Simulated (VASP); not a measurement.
Here is the system:

```yaml
crystal:
  lattice:
    - [1.89524, -3.28265, 0.00000]
    - [1.89524, 3.28265, 0.00000]
    - [0.00000, 0.00000, 4.74923]
  atoms:
    - { symbol: Pt, position: [0.00000, 0.00000, 0.00000] }
    - { symbol: Se, position: [0.33333, 0.66667, 0.26791] }
    - { symbol: Se, position: [0.66667, 0.33333, 0.73209] }
```

The numbers are results of PBE GGA with D3 dispersion (zero damping), VASP's PBE PAW potentials (set 64) (plane waves; VASP), not measurements. Run with 520 eV cut-off, Gaussian smearing of 0.050 eV, potentials Pt Se.

### Question
Give the energies of bands 3 to 14 at the high-symmetry points, in eV from the Fermi level.

### Answer

```json
[
 {"band": "3", "Γ": "-7.15", "M": "-7.14", "K": "-7.02", "A": "-6.18", "L": "-7.60", "H": "-6.51"},
 {"band": "4", "Γ": "-6.30", "M": "-5.52", "K": "-5.97", "A": "-6.18", "L": "-6.16", "H": "-6.51"},
 {"band": "5", "Γ": "-6.30", "M": "-5.16", "K": "-5.97", "A": "-4.95", "L": "-5.93", "H": "-5.97"},
 {"band": "6", "Γ": "-3.84", "M": "-3.95", "K": "-4.56", "A": "-3.90", "L": "-4.60", "H": "-4.55"},
 {"band": "7", "Γ": "-3.83", "M": "-3.87", "K": "-4.56", "A": "-3.90", "L": "-3.41", "H": "-4.31"},
 {"band": "8", "Γ": "-2.51", "M": "-3.65", "K": "-3.67", "A": "-2.94", "L": "-3.40", "H": "-4.31"},
 {"band": "9", "Γ": "-1.09", "M": "-3.39", "K": "-2.19", "A": "-1.87", "L": "-3.13", "H": "-3.48"},
 {"band": "10", "Γ": "-1.09", "M": "-3.33", "K": "-1.76", "A": "-1.87", "L": "-2.65", "H": "-2.56"},
 {"band": "11", "Γ": "0.77", "M": "-2.99", "K": "-1.76", "A": "-1.79", "L": "-1.11", "H": "-2.56"},
 {"band": "12", "Γ": "0.90", "M": "0.39", "K": "-0.11", "A": "2.26", "L": "0.46", "H": "2.34"},
 {"band": "13", "Γ": "0.90", "M": "2.47", "K": "-0.11", "A": "2.26", "L": "1.35", "H": "2.34"},
 {"band": "14", "Γ": "3.22", "M": "4.98", "K": "3.78", "A": "4.96", "L": "4.91", "H": "6.50"}
]
```

It has no gap at this level: it comes out as a metal or semimetal.

The compound is PtSe2 in the 1T layered structure. It was relaxed first.
